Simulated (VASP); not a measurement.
A convergence study with VASP on CoSi2 (fluorite): one setting is varied, all else stays as given below, so the limit is that of these other settings. Each run relaxes cell and ions from the cell shown.

```
CoSi2
1.0
    0.00000     2.68000     2.68000
    2.68000     0.00000     2.68000
    2.68000     2.68000     0.00000
Co Si
1 2
Direct
  0.00000   0.00000   0.00000
  0.25000   0.25000   0.25000
  0.75000   0.75000   0.75000
```

Method: PBE GGA, VASP's PBE PAW potentials (set 64) (plane waves; VASP 6.6.1). The tightest run used: 550 eV cut-off, 14×14×14 Γ-centred mesh, first-order Methfessel-Paxton smearing of 0.10 eV, potentials Co Si.

| setting | relaxed volume (Å³/atom) | E (eV/atom) | irreducible k-points |
|---|---|---|---|
| 2×2×2 mesh | 12.572 | -6.2058 | 3 |
| 3×3×3 mesh | 12.797 | -6.3673 | 4 |
| 4×4×4 mesh | 12.794 | -6.4349 | 8 |

Problem. These are the cheaper rows. Estimate the results at 14×14×14 mesh, and how far the last row shown lies from them.

Solution. 
| quantity | tightest run | last row shown is off by |
|---|---|---|
| relaxed volume (Å³/atom) | 12.819 | -0.024 |
| E (eV/atom) | -6.4315 | -0.0034 |

Left out are rungs that failed or repeat a setting and relaxations that didn't move; long series are thinned to 24 rows.

The compound is CoSi2 in the fluorite structure. The run is not spin-polarised, so no magnetic state was tried. The electron count is odd and the run is not spin-polarised, which forces a metal.
